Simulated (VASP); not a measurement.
VASP input:

**POSCAR**
```
Ir
1.0
  0.0000000000   1.9200000000   1.9200000000
  1.9200000000   0.0000000000   1.9200000000
  1.9200000000   1.9200000000   0.0000000000
Ir
1
Cart
  0.0000000000   0.0000000000   0.0000000000
```

INCAR:
```
# general
SYSTEM =Ir
PREC   =Accurate
ENCUT  =400
LREAL  =.FALSE.   # projection in real space or not
LASPH  =.TRUE.   # aspherical one-centre terms

# electronic loop
EDIFF  =1E-6   # SCF stop (eV)
NELM   =100   # most electronic steps
ALGO   =Normal   # blocked Davidson
LMAXMIX=6
LMIXTAU=.TRUE.

# smearing
ISMEAR =1
SIGMA  =0.1

# functional
METAGGA=R2SCAN

# ions
IBRION =2
NSW    =60   # most ionic steps
ISIF   =3
EDIFFG =-0.01   # ionic stop

# output
LWAVE  =.FALSE.
LCHARG =.FALSE.
```

File KPOINTS:
```
Automatic mesh
0
Gamma
15 15 15
0 0 0
```

POTCAR, in this order: Ir (PBE.64 set). Program: vasp_std.

Q: Translate this r2SCAN calculation to Ansatz.

A: One equivalent input (not run):
Ansatz 0.2 input:
```yaml
crystal:
  lattice:
    - [0.0000000, 1.9200000, 1.9200000]
    - [1.9200000, 0.0000000, 1.9200000]
    - [1.9200000, 1.9200000, 0.0000000]
  atoms:
    - { symbol: Ir, position: [0.0000000, 0.0000000, 0.0000000] }
kpoints:
  mp_grid: { grid: [15, 15, 15] }
hamiltonian:
  xc: r2scan
  pseudopotentials: { kind: paw }
scf:
  occupations: { method: methfessel_paxton, width: 0.1 }
  max_iter: 100
relax:
  max_steps: 60
  f_tol: 0.01
  cell: {}
output: { forces: true, stress: true, eigenvalues: true }
```
Limits of the translation: each code has its own PAW files, so the cut-off isn't converted (ENCUT is set for VASP's; basis.ecutwfc is left out, and Ansatz then takes the one that its files recommend); Ansatz stops its SCF on the density residual and VASP on the energy change (EDIFF).

The compound is Ir in the fcc structure. This run relaxes it. Symmetry was kept, so distortions that lower it aren't found.
